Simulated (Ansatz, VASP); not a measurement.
# TiO2 (Rutile): VASP beside Ansatz

Wanted: the spread between two codes on one cell, functional and k mesh. The cell is taken from a series of runs on this material, whose earlier steps may have relaxed, scaled, displaced or heated it; both programs get it as it stands.

Program: Ansatz 0.2.0. Level of theory: plane waves, with VASP 6.6.1 beside it; relaxation of cell and atoms at LDA. Results are calculated unless marked as measured.

## Step 1: Starting point

It takes space group P4_2/mnm (No. 136, tetragonal). Conventional cell: a = 4.549 Å, b = 4.549 Å, c = 2.917 Å, α = 90.00°, β = 90.00°, γ = 90.00°. Nearest to O lie 3 Ti at 1.93 to 1.96 Å. Nearest to Ti lie 6 O at 1.93 to 1.96 Å. Farther neighbours and most contacts between anions are not listed.

## Step 2: VASP: relaxation of cell and atoms, LDA

The relaxed volume is the usual yardstick between codes: in a stiff, nearly cubic crystal its relative difference is about their pressure difference at one cell divided by the bulk modulus.

Lines of VASP's logs that name or quote its potential files are left out, and so is its time.

Input file INCAR:

```
SYSTEM = TiO2
PREC = Accurate
ENCUT = 600
EDIFF = 1E-07
NELM = 120
ISMEAR = 0
SIGMA = 0.01
LREAL = .FALSE.
ALGO = Normal
GGA = PW92
NBANDS = 30
LASPH = .TRUE.
LORBIT = 11
LWAVE = .FALSE.
LCHARG = .FALSE.
ISIF = 3
IBRION = 2
NSW = 80
EDIFFG = -0.005
GGA_COMPAT = .FALSE.
NELMIN = 4
EFERMI = MIDGAP
KPAR = 2
```

Input file POSCAR:

```
TiO2
1.0
    4.5489690000      0.0000000000      0.0000000000
    0.0000000000      4.5489690000      0.0000000000
    0.0000000000      0.0000000000      2.9174440000
O Ti
4 2
Direct
    0.3039442014      0.3039440916      0.0000000000
    0.1960557986      0.8039440916      0.5000000000
    0.6960557986      0.6960556886      0.0000000000
    0.8039442014      0.1960556886      0.5000000000
    0.0000000000      0.9999998901      0.0000000000
    0.5000000000      0.4999998901      0.5000000000
```

Input file KPOINTS:

```
Automatic mesh
0
Gamma
8 8 12
0 0 0
```

Potentials, in the order of the species: O and Ti_sv (LDA family, release 64).

Started as:

```console
$ mpirun -np 2 vasp_std
```

Numbers of over 12 decimals in the logs are rounded to 6 here.

The program printed:

```text
[banner, memory and clock lines left out]
running    2 mpi-ranks, on    1 nodes
 distrk:  each k-point on    1 cores,    2 groups
 distr:  one band on    1 cores,    1 groups

 POSCAR found type information on POSCAR O Ti
 POSCAR found :  2 types and       6 ions
|                                                                             |
|               ----> ADVICE to this user running VASP <----                  |
|                                                                             |
|     You enforced a specific xc type in the INCAR file but a different       |
|     [... a line on the potential file left out ...]
|     I HOPE YOU KNOW WHAT YOU ARE DOING!                                     |
|                                                                             |

 LDA part: xc-table for (Slater(with rela. corr.)+PW92), standard interpolation
 POSCAR, INCAR and KPOINTS ok, starting setup
 FFT: planning ... GRIDC
 FFT: planning ... GRID_SOFT
 FFT: planning ... GRID
 WAVECAR not read
 entering main loop
       N       E                     dE             d eps       ncg     rms          rms(c)
DAV:   1     0.700999179924E+03    0.70100E+03   -0.26956E+04  6300   0.209E+03
DAV:   2     0.465604608449E+02   -0.65444E+03   -0.62257E+03  6610   0.589E+02
DAV:   3    -0.701713067234E+02   -0.11673E+03   -0.11334E+03  9610   0.214E+02
DAV:   4    -0.753792333135E+02   -0.52079E+01   -0.52008E+01  8560   0.470E+01
DAV:   5    -0.755813667810E+02   -0.20213E+00   -0.20208E+00  8676   0.783E+00    0.320E+01
DAV:   6    -0.594569664499E+02    0.16124E+02   -0.98612E+01  7732   0.979E+01    0.118E+01
DAV:   7    -0.590694104055E+02    0.38756E+00   -0.14768E+01  7636   0.328E+01    0.857E+00
DAV:   8    -0.589672340003E+02    0.10218E+00   -0.33834E+00  7440   0.188E+01    0.395E+00
DAV:   9    -0.588000909750E+02    0.16714E+00   -0.10361E+00  7446   0.987E+00    0.103E+00
DAV:  10    -0.588084020662E+02   -0.83111E-02   -0.90613E-02  7882   0.242E+00    0.450E-01
DAV:  11    -0.588050164895E+02    0.33856E-02   -0.13409E-02  7766   0.820E-01    0.737E-02
DAV:  12    -0.588051948126E+02   -0.17832E-03   -0.14186E-03  6736   0.429E-01    0.158E-01
DAV:  13    -0.588049725528E+02    0.22226E-03   -0.71994E-04  7720   0.285E-01    0.287E-02
DAV:  14    -0.588049708858E+02    0.16670E-05   -0.47508E-05  8028   0.582E-02    0.990E-03
DAV:  15    -0.588049715859E+02   -0.70018E-06   -0.43922E-06  7474   0.164E-02    0.293E-03
DAV:  16    -0.588049715075E+02    0.78475E-07   -0.40130E-07  6284   0.542E-03
   1 F= -.58804972E+02 E0= -.58804972E+02  d E =-.588050E+02
 curvature:   0.00 expect dE= 0.000E+00 dE for cont linesearch  0.000E+00
 trial: gam= 0.00000 g(F)=  0.117E-03 g(S)=  0.152E-02 ort = 0.000E+00 (trialstep = 0.100E+01)
 search vector abs. value=  0.164E-02
 bond charge predicted
       N       E                     dE             d eps       ncg     rms          rms(c)
DAV:   1    -0.588151949304E+02   -0.10223E-01   -0.38639E-01  8388   0.657E+00    0.962E-01
DAV:   2    -0.588062510132E+02    0.89439E-02   -0.39798E-02  7952   0.185E+00    0.402E-01
DAV:   3    -0.588042363476E+02    0.20147E-02   -0.14494E-02  6596   0.774E-01    0.106E-01
DAV:   4    -0.588042844431E+02   -0.48096E-04   -0.29644E-03  8556   0.274E-01    0.868E-02
DAV:   5    -0.588043552230E+02   -0.70780E-04   -0.16493E-04  7448   0.126E-01    0.501E-02
DAV:   6    -0.588044968615E+02   -0.14164E-03   -0.29750E-04 10350   0.770E-02    0.294E-02
DAV:   7    -0.588045092480E+02   -0.12386E-04   -0.18013E-05  7610   0.312E-02    0.139E-02
DAV:   8    -0.588045124662E+02   -0.32182E-05   -0.84956E-06  8218   0.245E-02    0.165E-03
DAV:   9    -0.588045125986E+02   -0.13244E-06   -0.11495E-06  8992   0.630E-03    0.131E-03
DAV:  10    -0.588045126142E+02   -0.15562E-07   -0.71773E-08  3354   0.208E-03
   2 F= -.58804513E+02 E0= -.58804513E+02  d E =0.458893E-03
 trial-energy change:    0.000459  1 .order    0.000431   -0.001638    0.002501
 step:   0.3863(harm=  0.3958)  dis= 0.00032  next Energy=   -58.805286 (dE=-0.315E-03)
 bond charge predicted
       N       E                     dE             d eps       ncg     rms          rms(c)
DAV:   1    -0.588093065135E+02   -0.47939E-02   -0.14552E-01  8388   0.402E+00    0.591E-01
DAV:   2    -0.588059300646E+02    0.33764E-02   -0.14874E-02  7928   0.112E+00    0.247E-01
DAV:   3    -0.588051655281E+02    0.76454E-03   -0.54027E-03  6562   0.479E-01    0.620E-02
DAV:   4    -0.588051948018E+02   -0.29274E-04   -0.11047E-03  8320   0.163E-01    0.532E-02
DAV:   5    -0.588052197981E+02   -0.24996E-04   -0.58348E-05  7610   0.770E-02    0.308E-02
DAV:   6    -0.588052729034E+02   -0.53105E-04   -0.11133E-04 10448   0.473E-02    0.179E-02
DAV:   7    -0.588052774157E+02   -0.45123E-05   -0.68771E-06  7604   0.203E-02    0.779E-03
DAV:   8    -0.588052785677E+02   -0.11520E-05   -0.29901E-06  8470   0.143E-02    0.105E-03
DAV:   9    -0.588052786170E+02   -0.49268E-07   -0.36284E-07  6248   0.379E-03
   3 F= -.58805279E+02 E0= -.58805279E+02  d E =-.307109E-03
 curvature:  -0.20 expect dE=-0.150E-05 dE for cont linesearch -0.116E-09
 trial: gam= 0.00523 g(F)=  0.111E-05 g(S)=  0.648E-05 ort =-0.981E-06 (trialstep = 0.877E+00)
 search vector abs. value=  0.762E-05
 reached required accuracy - stopping structural energy minimisation
```

Parts of OUTCAR (step 2):

```text
ion  position               nearest neighbor table
   1  0.304  0.304  0.000-   6 1.93   6 1.93   5 1.96
   2  0.196  0.804  0.500-   5 1.93   5 1.93   6 1.96
   3  0.696  0.696  0.000-   6 1.93   6 1.93   5 1.96
   4  0.804  0.196  0.500-   5 1.93   5 1.93   6 1.96
   5  0.000  1.000  0.000-   2 1.93   4 1.93   2 1.93   4 1.93   3 1.96   1 1.96
   6  0.500  0.500  0.500-   1 1.93   3 1.93   1 1.93   3 1.93   2 1.96   4 1.96

  LATTYP: Found a simple tetragonal cell.
 ALAT       =     4.5489690000
 C/A-ratio  =     0.6413418073

 Subroutine GETGRP returns: Found 16 space group operations
 (whereof  8 operations were pure point group operations)

The static configuration has the point symmetry D_2h.
 The point group associated with its full space group is D_4h.

 Found    105 irreducible k-points:

   k-points           NKPTS =    105   k-points in BZ     NKDIM =    105   number of bands    NBANDS=     30

   dimension x,y,z NGX =    36 NGY =   36 NGZ =   24
   dimension x,y,z NGXF=    72 NGYF=   72 NGZF=   48

   ENCUT  =  600.0 eV  44.10 Ry    6.64 a.u.   9.09  9.09  5.83*2*pi/ulx,y,z

   NELECT =      48.0000    total number of electrons

 k-points in reciprocal lattice and weights: Automatic mesh
   0.00000000  0.00000000  0.00000000       0.001
   0.12500000  0.00000000  0.00000000       0.005
   0.25000000  0.00000000  0.00000000       0.005
   0.37500000  0.00000000  0.00000000       0.005
   0.50000000  0.00000000  0.00000000       0.003
   0.12500000  0.12500000  0.00000000       0.005
   0.25000000  0.12500000  0.00000000       0.010
   0.37500000  0.12500000  0.00000000       0.010
   0.50000000  0.12500000  0.00000000       0.005
[...]
0.50000000  0.37500000  0.50000000       0.005
   0.50000000  0.50000000  0.50000000       0.001

 average (electrostatic) potential at core
       1 -70.1907       2 -70.1907       3 -70.1907       4 -70.1907       5 -75.9110
       6 -75.9110

 E-fermi :   5.7971

 k-point     1 :       0.0000    0.0000    0.0000
  band No.  band energies     occupation
    ...
     20       2.8724      2.00000
     21       4.1899      2.00000
     22       4.4121      2.00000
     23       4.4121      2.00000
     24       4.8879      2.00000
     25       6.7063      0.00000
     26       6.9886      0.00000
     27       7.2925      0.00000
     28       7.4065      0.00000
     29       7.4065      0.00000
    ...

 k-point     2 :       0.1250    0.0000    0.0000
  band No.  band energies     occupation
    ...
     20       2.8756      2.00000
     21       4.0778      2.00000
     22       4.1038      2.00000
     23       4.2657      2.00000
     24       4.8319      2.00000
     25       6.8038      0.00000
     26       7.1184      0.00000
     27       7.4213      0.00000
     28       7.4763      0.00000
     29       7.5074      0.00000
    ...

 k-point     3 :       0.2500    0.0000    0.0000
  band No.  band energies     occupation
    ...
     20       2.9045      2.00000
     21       3.3748      2.00000
     22       3.8033      2.00000
     23       4.0222      2.00000
     24       4.6428      2.00000
     25       7.0258      0.00000
     26       7.3419      0.00000
     27       7.6556      0.00000
     28       7.7325      0.00000
     29       7.7339      0.00000
    ...

  Total       -0.0170123     -0.0170123      0.0150843      0.0000000      0.0000000      0.0000000
  in kB       -0.4504714     -0.4504714      0.3994177      0.0000000      0.0000000      0.0000000
  external PRESSURE =      -0.1671750 kB  Pullay stress =       0.0000000 kB

  energy-cutoff  :      600.00
  volume of cell :       60.51
      direct lattice vectors                 reciprocal lattice vectors
     4.551717924 -0.000000000  0.000000000     0.219697270 -0.000000000  0.000000000
     0.000000000  4.551717924  0.000000000     0.000000000  0.219697270  0.000000000
     0.000000000  0.000000000  2.920497976     0.000000000  0.000000000  0.342407359

 POSITION                                       TOTAL-FORCE (eV/Angst)
 -----------------------------------------------------------------------------------
      1.38314      1.38314      0.00000        -0.001693     -0.001693      0.000000
      0.89272      3.65900      1.46025         0.001693     -0.001693      0.000000
      3.16857      3.16857      0.00000         0.001693      0.001693     -0.000000
      3.65900      0.89272      1.46025        -0.001693      0.001693     -0.000000
      4.55172      4.55172      0.00000         0.000000      0.000000      0.000000
      2.27586      2.27586      1.46025         0.000000      0.000000      0.000000
 -----------------------------------------------------------------------------------
    total drift:                                0.001592      0.002098     -0.000001

  FREE ENERGIE OF THE ION-ELECTRON SYSTEM (eV)
  ---------------------------------------------------
  free  energy   TOTEN  =       -58.8052786170 eV

  energy  without entropy=      -58.8052786170  energy(sigma->0) =      -58.80527862

 reached required accuracy - stopping structural energy minimisation

 total charge
# of ion       s       p       d       tot
------------------------------------------
    1        1.560   3.497   0.000   5.056
    2        1.560   3.497   0.000   5.056
    3        1.560   3.497   0.000   5.056
    4        1.560   3.497   0.000   5.056
    5        2.234   6.330   1.782  10.346
    6        2.234   6.330   1.782  10.346
--------------------------------------------------
tot         10.708  26.647   3.564  40.918

[... 3 further parts left out ...]
```

CONTCAR:

```
TiO2
   1.00000000000000
     4.5517179242843060   -0.0000000000000000    0.0000000000000000
     0.0000000000000000    4.5517179242843060    0.0000000000000000
     0.0000000000000000    0.0000000000000000    2.9204979761986039
  O               Ti
     4     2
Direct
     0.3038727316671310    0.3038726218671326    0.0000000000000000
     0.1961272683328690    0.8038726218671326    0.5000000000000000
     0.6961272683328690    0.6961271583328670    0.0000000000000000
     0.8038727316671310    0.1961271583328670    0.5000000000000000
     1.0000000000000000    0.9999998900999998    0.0000000000000000
     0.5000000000000000    0.4999998900999998    0.5000000000000000
```

The run keeps the 16 symmetry operations of its start, so it cannot find a distortion of lower symmetry.

(Part 1 of 2 ends here.)

[Lines on the potential files, build, host, timing and source positions are cut from VASP's logs without a mark.]

[Logs are printed without paths, hosts, clocks, repeated set-up lines and the standing remarks that a program may print on its own settings, such as how far it seeks lower states.]

[Hosts, paths, dates, database ids (printed as entryN), source tags and the programs' standing remarks are cut or masked in the printed files.]
